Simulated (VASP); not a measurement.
Input:

```
MgTl
1.0
    3.63780     0.00000     0.00000
    0.00000     3.63780     0.00000
    0.00000     0.00000     3.63780
Mg Tl
1 1
Direct
  0.00000   0.00000   0.00000
  0.50000   0.50000   0.50000
```

The numbers are results of PBEsol GGA, VASP's PBE PAW potentials (set 64) (plane waves; VASP), not measurements. Run with 300 eV cut-off, 7×7×7 Γ-centred mesh, Gaussian smearing of 0.27 eV, potentials Mg Tl_d.

At this cut-off the stress carries a Pulay error, which pulls relaxed volumes low.

Q: Give the stress tensor in GPa (positive for a compressed cell).

A: 
```
-1.39   0.00   0.00
 0.00  -1.39   0.00
 0.00   0.00  -1.39
```
The pressure is its mean diagonal, -1.39 GPa.

The structure comes from a computed database's MgTl entry (Pm-3m); how it stands against other phases isn't given here. The cell was not relaxed at this level. The electron count is odd and the run is not spin-polarised, which forces a metal.
